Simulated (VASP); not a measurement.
VASP runs on TePt (a trial cell in the PtS structure, space group P4_2/mmc) share one base input (PBE GGA, plane waves, VASP's PBE PAW potentials (set 64)) and change the settings named in each case.

POSCAR:
```
TePt
1
    4.0552670000     0.0000000000     0.0000000000
    0.0000000000     4.0552670000     0.0000000000
    0.0000000000     0.0000000000     7.1405430000
Pt Te
2 2
Direct
  0.0000000000   0.5000000000   0.0000000000
  0.5000000000   0.0000000000   0.5000000000
  0.0000000000   0.0000000000   0.2500000000
  0.0000000000   0.0000000000   0.7500000000
```

### KPOINTS
```
Automatic mesh
0
Gamma
5 5 3
0 0 0
```

**INCAR**
```
! general
SYSTEM   =  TePt
PREC     =  Accurate
ENCUT    =  400
LREAL    =  F
LASPH    =  T

! electronic loop
EDIFF    =  1E-6
NELM     =  100
ALGO     =  Normal
LMAXMIX  =  6

! smearing
ISMEAR   =  0
SIGMA    =  0.05

! functional
GGA      =  PE

! ions
ISIF     =  2

! output
LWAVE    =  F
LCHARG   =  F
```

POTCAR, in this order: Pt Te (PBE.64 set). Program: vasp_std.

```json
[
 {"change": "base run", "E(σ→0) (eV/atom)": "-4.8284", "−TS (eV)": "-0.0010"},
 {"change": "NELECT = 31.5", "E(σ→0) (eV/atom)": "-5.4060", "−TS (eV)": "-0.0053"},
 {"change": "NELECT = 31.9", "E(σ→0) (eV/atom)": "-4.9475", "−TS (eV)": "-0.0028"},
 {"change": "NELECT = 31.98", "E(σ→0) (eV/atom)": "-4.8526", "−TS (eV)": "-0.0006"},
 {"change": "NELECT = 32.02", "E(σ→0) (eV/atom)": "-4.8040", "−TS (eV)": "-0.0014"},
 {"change": "NELECT = 32.1", "E(σ→0) (eV/atom)": "-4.7058", "−TS (eV)": "-0.0005"},
 {"change": "NELECT = 32.5", "E(σ→0) (eV/atom)": "-4.1505", "−TS (eV)": "-0.0068"}
]
```
 Charged cells carry a uniform compensating background. Unless said otherwise, spin-orbit coupling is left out, though it shifts the bands of the heavy elements here.

Left out are runs that ran out of time, are held back, or changed the cell or the kind of run, fixed moments of cells without a moment, rows past the twelfth, gaps on odd meshes, pressures of charged cells and columns that move by less than the noise.

The structure was generated: TePt was put into the PtS type (P4_2/mmc), which need not be its known phase. The cell was not relaxed at this level.
